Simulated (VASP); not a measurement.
Here is the system:

```
TiSb2
1.0
   -3.35146     3.35146     2.89799
    3.35146    -3.35146     2.89799
    3.35146     3.35146    -2.89799
Ti Sb
2 4
Direct
  0.25000   0.25000   0.00000
  0.75000   0.75000   0.00000
  0.65204   0.84796   0.50000
  0.34796   0.15204   0.50000
  0.84796   0.34796   0.19592
  0.15204   0.65204   0.80408
```

These are PBEsol GGA, VASP's PBE PAW potentials (set 64) (plane waves; VASP 6.6.1) values and carry that method's errors. Numerical set-up: 300 eV cut-off, 5×5×5 Γ-centred mesh, Fermi-Dirac smearing of 0.10 eV, potentials Ti_sv Sb.

At this cut-off the stress carries a Pulay error, which pulls relaxed volumes low.

**Question.** Give the force on each atom (eV/Å).

**Answer.** 
```tsv
atom	Fx	Fy	Fz
Ti1	0.000	0.000	0.000
Ti2	0.000	0.000	0.000
Sb3	-0.088	0.088	0.000
Sb4	0.088	-0.088	0.000
Sb5	-0.088	-0.088	0.000
Sb6	0.088	0.088	0.000
```

**Question.** Give the stress tensor in GPa (positive for a compressed cell).

**Answer.** 
```
-3.20   0.00   0.00
 0.00  -3.20   0.00
 0.00   0.00  -3.04
```
The pressure is its mean diagonal, -3.14 GPa.

The structure comes from a computed database's TiSb2 entry (I4/mcm); how it stands against other phases isn't given here. The cell was not relaxed at this level.
